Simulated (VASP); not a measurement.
Given:

```xyz
4
Lattice="3.4957 0.0000 0.0000 0.0000 3.4957 0.0000 0.0000 0.0000 3.4957" Properties=species:S:1:pos:R:3 pbc="T T T"
Fe     0.0000     0.0000     0.0000
Ni     0.0000     1.7478     1.7478
Ni     1.7478     0.0000     1.7478
Ni     1.7478     1.7478     0.0000
```
Starting moments (μB, in the order of the record's atoms Fe Ni Ni Ni): 2.8 0.6 0.6 0.6.

Level of theory: vdW-DF-cx, VASP's PBE PAW potentials (set 64) (plane waves; VASP). Settings: 520 eV cut-off, 10×10×10 Γ-centred mesh, tetrahedra with Blöchl corrections, potentials Fe Ni.

Q: Predict the cell moment, energy per atom (σ→0), band gap (on the k-mesh) with the smallest direct gap where there is one.

A: 
* **band gap (on the k-mesh)**: none (metal, semimetal or under 0.01 eV)
* **cell moment**: 4.59 μB
* **energy per atom (σ→0)**: -3885 meV/atom

Q: Give the moment on each site (PAW-sphere projection).

A: 
```json
[
 {"site": "Fe1", "moment (μB)": "2.82"},
 {"site": "Ni2", "moment (μB)": "0.59"},
 {"site": "Ni3", "moment (μB)": "0.59"},
 {"site": "Ni4", "moment (μB)": "0.59"}
]
```

The absolute energy has meaning only against runs of the same code, potentials and settings.

The compound is Ni3Fe in the L1_2 structure. It was relaxed first.
